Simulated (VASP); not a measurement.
All values below come from PBEsol GGA, VASP's PBE PAW potentials (set 64) (plane waves; VASP).

VASP input:

KPOINTS:
```
K-points
0
gamma
 6 6 6
```

POSCAR:
```
BaZrO3
4.190
  1.0000000000   0.0000000000   0.0000000000
  0.0000000000   1.0000000000   0.0000000000
  0.0000000000   0.0000000000   1.0000000000
Ba Zr O
1 1 3
direct
  0.0000000000   0.0000000000   0.0000000000
  0.5000000000   0.5000000000   0.5000000000
  0.5000000000   0.0000000000   0.5000000000
  0.0000000000   0.5000000000   0.5000000000
  0.5000000000   0.5000000000   0.0000000000
```

### INCAR
```
# general
SYSTEM =BaZrO3
PREC   =Accurate
ENCUT  =520
LREAL  =.FALSE.
LASPH  =.TRUE.

# electronic loop
EDIFF  =1E-7
NELM   =100
ALGO   =Normal
LMAXMIX=4

# smearing
ISMEAR =-5

# functional
GGA    =PS

# ions
ISIF   =2

# output
LWAVE  =.FALSE.
LCHARG =.TRUE.
LORBIT =11
NEDOS  =601
```

POTCAR, in this order: Ba_sv Zr_sv O (PBE.64 set). Program: vasp_std.

What will the output report for the number of irreducible k-points (NKPTS), number of bands (NBANDS), largest plane-wave count, number of space-group operations, FFT grid (NGX, NGY, NGZ)?

```
Property                                      Result
--------------------------------------  ------------
number of irreducible k-points (NKPTS)            20
number of bands (NBANDS)                          24
largest plane-wave count                        2008
number of space-group operations                  48
FFT grid (NGX, NGY, NGZ)                32 × 32 × 32
```

The compound is BaZrO3 in the cubic perovskite structure. The cell was not relaxed at this level.
